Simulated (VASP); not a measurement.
All values below come from PBE GGA, VASP's PBE PAW potentials (set 64) (plane waves; VASP 6.6.1).

A VASP calculation is set up with these files.

### INCAR
```
SYSTEM  =  GaP
PREC  =  Accurate; ENCUT  =  400; LREAL  =  .False.
LASPH  =  .True.
EDIFF  =  1E-6; NELM  =  100; ALGO  =  Normal
LMAXMIX  =  4
ISMEAR  =  0; SIGMA  =  0.05
GGA  =  PE
IBRION  =  2; NSW  =  60; ISIF  =  3
EDIFFG  =  -0.01
LWAVE  =  .False.; LCHARG  =  .False.
```

**KPOINTS**
```
K-points
0
G
 8 8 8
0 0 0
```

### POSCAR
```
GaP
1.0
  0.0000000000   2.6442640000   2.6442640000
  2.6442640000   0.0000000000   2.6442640000
  2.6442640000   2.6442640000   0.0000000000
Ga P
1 1
Cart
  0.0000000000   0.0000000000   0.0000000000
  1.3221320000   1.3221320000   1.3221320000
```

POTCAR, in this order: Ga_d P (PBE.64 set). Program: vasp_std.

Output

File OSZICAR:
```
       N       E                     dE             d eps       ncg     rms          rms(c)
DAV:   1     0.724511005746E+02    0.72451E+02   -0.82235E+03   770   0.176E+03
DAV:   2    -0.382436459209E+01   -0.76275E+02   -0.73775E+02   829   0.305E+02
DAV:   3    -0.917736294654E+01   -0.53530E+01   -0.53360E+01   934   0.709E+01
DAV:   4    -0.926033668069E+01   -0.82974E-01   -0.82935E-01   934   0.954E+00
DAV:   5    -0.926221271381E+01   -0.18760E-02   -0.18759E-02   927   0.121E+00    0.472E+00
DAV:   6    -0.899828956698E+01    0.26392E+00   -0.47691E-01  1175   0.143E+01    0.315E+00
DAV:   7    -0.896334717598E+01    0.34942E-01   -0.14287E-01   933   0.299E+00    0.123E+00
DAV:   8    -0.896318582078E+01    0.16136E-03   -0.16500E-02   914   0.200E+00    0.237E-01
DAV:   9    -0.896352235193E+01   -0.33653E-03   -0.16636E-03   948   0.709E-01    0.802E-02
DAV:  10    -0.896356356760E+01   -0.41216E-04   -0.13331E-04  1133   0.136E-01    0.292E-02
DAV:  11    -0.896362481908E+01   -0.61251E-04   -0.82419E-05   809   0.878E-02    0.573E-03
DAV:  12    -0.896362458662E+01    0.23246E-06   -0.33709E-06   969   0.304E-02
   1 F= -.89636246E+01 E0= -.89636246E+01  d E =-.896362E+01
       N       E                     dE             d eps       ncg     rms          rms(c)
DAV:   1    -0.142381821697E+02   -0.52746E+01   -0.85265E+01  1009   0.242E+02    0.128E+01
DAV:   2    -0.103620962852E+02    0.38761E+01   -0.53154E+00   929   0.423E+01    0.645E+00
DAV:   3    -0.916204882407E+01    0.12000E+01   -0.24888E+00   979   0.302E+01    0.894E-01
DAV:   4    -0.908573122786E+01    0.76318E-01   -0.24317E-01   899   0.946E+00    0.581E-01
DAV:   5    -0.907055670596E+01    0.15175E-01   -0.15663E-02   909   0.215E+00    0.321E-01
DAV:   6    -0.906762426076E+01    0.29324E-02   -0.17664E-02   949   0.292E+00    0.364E-02
DAV:   7    -0.906761851696E+01    0.57438E-05   -0.56650E-04   882   0.220E-01    0.283E-02
DAV:   8    -0.906762601838E+01   -0.75014E-05   -0.25208E-05   899   0.528E-02    0.120E-02
DAV:   9    -0.906761463139E+01    0.11387E-04   -0.48494E-05  1004   0.156E-01    0.518E-03
DAV:  10    -0.906761500406E+01   -0.37267E-06   -0.15514E-06   590   0.168E-02
   2 F= -.90676150E+01 E0= -.90676150E+01  d E =-.103990E+00
       N       E                     dE             d eps       ncg     rms          rms(c)
DAV:   1    -0.995631962190E+01   -0.88870E+00   -0.10495E+01   974   0.605E+01    0.555E+00
DAV:   2    -0.928554341220E+01    0.67078E+00   -0.14584E+00   959   0.397E+01    0.237E+00
DAV:   3    -0.913703135012E+01    0.14851E+00   -0.14198E-01   999   0.716E+00    0.682E-01
DAV:   4    -0.912032156020E+01    0.16710E-01   -0.16326E-02   858   0.146E+00    0.264E-01
DAV:   5    -0.911760697623E+01    0.27146E-02   -0.19490E-03   924   0.632E-01    0.460E-02
DAV:   6    -0.911760844607E+01   -0.14698E-05   -0.80887E-05  1088   0.832E-02    0.121E-02
DAV:   7    -0.911761104977E+01   -0.26037E-05   -0.91176E-06   904   0.231E-02    0.773E-03
DAV:   8    -0.911761278964E+01   -0.17399E-05   -0.23629E-06   796   0.157E-02    0.952E-04
DAV:   9    -0.911761283215E+01   -0.42509E-07   -0.11354E-07   417   0.421E-03
   3 F= -.91176128E+01 E0= -.91176128E+01  d E =-.153988E+00
```

OUTCAR:
```
------------------------ aborting loop because EDIFF is reached ----------------------------------------
  FORCE on cell =-STRESS in cart. coord.  units (eV):
  Direction    XX          YY          ZZ          XY          YZ          ZX
  --------------------------------------------------------------------------------------
  Total       -0.0021936     -0.0021936     -0.0021936      0.0000000      0.0000000      0.0000000
  in kB       -0.0844494     -0.0844494     -0.0844494      0.0000000      0.0000000      0.0000000
  external PRESSURE =      -0.0844494 kB  Pullay stress =       0.0000000 kB
  volume of cell :       41.62
      direct lattice vectors                 reciprocal lattice vectors
     0.000000000  2.750526928  2.750526928    -0.181783350  0.181783350  0.181783350
     2.750526928  0.000000000  2.750526928     0.181783350 -0.181783350  0.181783350
     2.750526928  2.750526928  0.000000000     0.181783350  0.181783350 -0.181783350
  FREE ENERGIE OF THE ION-ELECTRON SYSTEM (eV)
  ---------------------------------------------------
  free  energy   TOTEN  =        -9.1176128321 eV

  energy  without entropy=       -9.1176128321  energy(sigma->0) =       -9.11761283

 reached required accuracy - stopping structural energy minimisation
```
(Selected blocks of OUTCAR.)

**CONTCAR**
```
GaP
   1.00000000000000
     0.0000000000000000    2.7505269280031994    2.7505269280031994
     2.7505269280031994    0.0000000000000000    2.7505269280031994
     2.7505269280031994    2.7505269280031994    0.0000000000000000
  Ga              P
     1     1
Direct
     0.0000000000000000    0.0000000000000000    0.0000000000000000
     0.2500000000000000    0.2500000000000000    0.2500000000000000
```

OUTCAR:
```
 val. band max:        4.3738973625   @ k =   0.0000   0.0000   0.0000

 cond. band min:       5.9619554472   @ k =   0.5000   0.0000   0.0000


 Fermi energy:         4.6498202794

 k-point     1 :       0.0000    0.0000    0.0000
  band No.  band energies     occupation
      1     -10.1274      2.00000
      2     -10.1274      2.00000
      3     -10.1274      2.00000
      4     -10.0362      2.00000
      5     -10.0362      2.00000
      6      -7.9133      2.00000
      7       4.3739      2.00000
      8       4.3739      2.00000
      9       4.3739      2.00000
     10       5.9714      0.00000
     11       8.2694      0.00000
     12       8.2694      0.00000
     13       8.2694      0.00000

 k-point     2 :       0.1250    0.0000    0.0000
  band No.  band energies     occupation
      1     -10.1397      2.00000
      2     -10.1234      2.00000
      3     -10.1234      2.00000
      4     -10.0363      2.00000
      5     -10.0363      2.00000
      6      -7.7183      2.00000
      7       2.7482      2.00000
      8       4.1543      2.00000
      9       4.1543      2.00000
     10       6.6695      0.00000
     11       8.6069      0.00000
     12       8.6069      0.00000
     13       8.7862      0.00000

 k-point     3 :       0.2500    0.0000    0.0000
  band No.  band energies     occupation
      1     -10.1663      2.00000
      2     -10.1143      2.00000
      3     -10.1143      2.00000
      4     -10.0351      2.00000
      5     -10.0351      2.00000
      6      -7.1659      2.00000
      7       0.5583      2.00000
      8       3.7375      2.00000
      9       3.7375      2.00000
     10       6.4328      0.00000
     11       9.1051      0.00000
     12       9.1051      0.00000
     13      10.5852      0.00000

 k-point     4 :       0.3750    0.0000    0.0000
  band No.  band energies     occupation
      1     -10.1910      2.00000
      2     -10.1072      2.00000
      3     -10.1072      2.00000
...
```

Energy and stress use the plane-wave basis of the starting cell.

The structure was generated: GaP was put into the zinc blende type (F-43m), which need not be its known phase. This run relaxes it. Symmetry was kept, so distortions that lower it aren't found.
